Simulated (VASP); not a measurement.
Input for VASP

POSCAR:
```
EuO
1.0
  0.0000000000   2.5700000000   2.5700000000
  2.5700000000   0.0000000000   2.5700000000
  2.5700000000   2.5700000000   0.0000000000
Eu O
1 1
Cartesian
  0.0000000000   0.0000000000   0.0000000000
  2.5700000000   2.5700000000   2.5700000000
```

INCAR:
```
! general
SYSTEM  = EuO
PREC    = Accurate
ENCUT   = 400   ! plane-wave cut-off (eV)
LREAL   = F
LASPH   = T

! electronic loop
EDIFF   = 1E-6
NELM    = 100   ! most electronic steps
ALGO    = Normal   ! blocked Davidson
LMAXMIX = 6

! smearing
ISMEAR  = -1   ! Fermi-Dirac
SIGMA   = 0.02   ! width (eV)

! functional
GGA     = PE   ! PBE

! spin
ISPIN   = 2
MAGMOM  = 7.0 0.0

! ions
IBRION  = 2
NSW     = 50   ! most ionic steps
ISIF    = 3   ! ions, shape and volume
EDIFFG  = -0.01

! output
LWAVE   = F
LCHARG  = F
LORBIT  = 11   ! lm-projected
```

KPOINTS:
```
Automatic mesh
0
Gamma
8 8 8
0 0 0
```

POTCAR, in this order: Eu O (PBE.64 set). Program: vasp_std.

Question: Write an equivalent input for Ansatz.

Answer: One equivalent input (not run):
Ansatz 0.2 input:
```yaml
crystal:
  lattice:
    - [0.0000000, 2.5700000, 2.5700000]
    - [2.5700000, 0.0000000, 2.5700000]
    - [2.5700000, 2.5700000, 0.0000000]
  atoms:
    - { symbol: Eu, position: [0.0000000, 0.0000000, 0.0000000], spin: 7 }
    - { symbol: O, position: [0.5000000, 0.5000000, 0.5000000] }
kpoints:
  mp_grid: { grid: [8, 8, 8] }
hamiltonian:
  xc: pbe
  pseudopotentials: { kind: paw }
magnetization: { spin_polarized: true }
scf:
  occupations: { method: fermi_dirac, width: 0.02 }
  max_iter: 100
relax:
  max_steps: 50
  f_tol: 0.01
  cell: {}
output: { forces: true, stress: true, eigenvalues: true }
```
What does not carry over: each code has its own PAW files, so the cut-off isn't converted (ENCUT is set for VASP's; basis.ecutwfc is left out, and Ansatz then takes the one that its files recommend); Ansatz stops its SCF on the density residual and VASP on the energy change (EDIFF).

The structure is a typed EuO crystal (Fm-3m). This run relaxes it. Symmetry was kept, so distortions that lower it aren't found. The run is one of a series of settings (EDIFFG = -0.01, IBRION = 2, ISIF = 3, NSW = 50 against the base run), some of them coarse on purpose.
